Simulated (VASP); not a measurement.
# AlCH₃SO₂: harmonic vibrations of a molecule

AlCH₃SO₂, molecule in box, 8 atoms in the cell. PBE, harmonic vibrations; PAW potentials O, C, S, Al, H (PBE set).

## Input

INCAR.step1:
```
SYSTEM = AlH3CSO2
PREC     = Accurate       ! precision mode
ENCUT    = 400            ! plane-wave cutoff, eV
EDIFF    = 1E-8           ! SCF threshold, eV
ISMEAR   = 0              ! smearing method
SIGMA    = 0.01           ! smearing width, eV
ISYM     = 0            
LREAL    = .False.        ! projectors in reciprocal space
LASPH    = .True.         ! aspherical terms in the spheres
NELM     = 100            ! most SCF steps
ALGO     = Normal         ! electronic algorithm
LWAVE    = .False.        ! write WAVECAR
LCHARG   = .False.        ! write CHGCAR
IBRION   = 2              ! ionic algorithm
NSW      = 150            ! ionic steps
ISIF     = 2              ! what is computed and relaxed
EDIFFG   = -0.005         ! ionic threshold
POTIM    = 0.5            ! step
```

INCAR.step2, as INCAR.step1 but for:
```
- IBRION = 2
- NSW = 150
- ISIF = 2
- EDIFFG = -0.005
- POTIM = 0.5
+ IBRION = 5
+ NFREE = 2
+ POTIM = 0.015
+ NSW = 1
```

KPOINTS:
```
k-points
0
Gamma
  1 1 1
```

POSCAR.step1:
```
AlH3CSO2
1.0
   13.0000000000      0.0000000000      0.0000000000
    0.0000000000     15.0000000000      0.0000000000
    0.0000000000      0.0000000000     11.0000000000
O C S Al H
2 1 1 1 3
Direct
    0.5116961500      0.6345700000      0.5604454500
    0.3886038500      0.3911033300      0.4238636400
    0.5505500000      0.5689566700      0.4860454500
    0.6232807700      0.4707433300      0.5732181800
    0.4856884600      0.4547833300      0.4744545500
    0.5664807700      0.6734033300      0.5864545500
    0.6059807700      0.5936433300      0.4197272700
    0.3787192300      0.3293966700      0.4419090900
```

Commands (each step's output is kept before the next begins):
```
cat potpaw_PBE.64/O/POTCAR potpaw_PBE.64/C/POTCAR potpaw_PBE.64/S/POTCAR potpaw_PBE.64/Al/POTCAR potpaw_PBE.64/H/POTCAR > POTCAR
cp INCAR.step1 INCAR
cp POSCAR.step1 POSCAR
mpirun -np 8 vasp_gam > vasp.out
cp CONTCAR POSCAR
cp INCAR.step2 INCAR
mpirun -np 8 vasp_gam > vasp.out
```

## Result

- Vibrations (cm⁻¹; a negative value is imaginary): 3836, 3640, 3020, 1353, 1197, 1071, 935, 912, 604, 584, 501, 420, 402, 275, 256, 221, 164, 128
- Zero-point energy (eV): 1.210
- Translations and rotations, which should read zero (cm⁻¹): -20, -13, -5, 0, 4, 14
- Vibrational entropy at 298 K (meV/K): 0.628
- Displaced cells: 48
- Ionic steps, all stages: 107
- Electronic steps, all stages: 1850

VASP 6.6.1 took 1388 s on 8 cores (Intel Xeon Platinum 8488C (Sapphire Rapids)), a shared host.
